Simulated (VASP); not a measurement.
All values below come from PBE GGA, VASP's PBE PAW potentials (set 64) (plane waves; VASP).

Input for VASP

**KPOINTS**
```
Automatic mesh
0
Gamma
8 8 8
0 0 0
```

File POSCAR:
```
AgCl
1
    0.0000000000     2.7985296693     2.7985296693
    2.7985296693     0.0000000000     2.7985296693
    2.7985296693     2.7985296693     0.0000000000
Ag Cl
1 1
Direct
  0.0000000000   0.0000000000   0.0000000000
  0.5000000000   0.5000000000   0.5000000000
```

INCAR:
```
EDIFFG=-0.02   ! ionic stop
ISMEAR=0
LREAL=.FALSE.   ! projection in real space or not
LASPH=.TRUE.
IBRION=2
NSW=40   ! most ionic steps
GGA=PE
ISIF=3   ! ions, shape and volume
ENCUT=500
SIGMA=0.05
EDIFF=1E-6   ! SCF stop (eV)
LMAXMIX=4
LCHARG=.FALSE.
LWAVE=.FALSE.
NELM=100   ! most electronic steps
ALGO=Normal   ! blocked Davidson
PREC=Accurate
SYSTEM=AgCl
```

POTCAR, in this order: Ag Cl (PBE.64 set). Program: vasp_std.

Problem. What will the output report for the number of irreducible k-points (NKPTS), largest plane-wave count, number of space-group operations, FFT grid (NGX, NGY, NGZ)?

Solution. 
| Quantity | Value |
|---|---|
| number of irreducible k-points (NKPTS) | 29 |
| largest plane-wave count | 1139 |
| number of space-group operations | 48 |
| FFT grid (NGX, NGY, NGZ) | 30 × 30 × 30 |

The compound is AgCl in the rock salt structure. This run relaxes it. Symmetry was kept, so distortions that lower it aren't found.
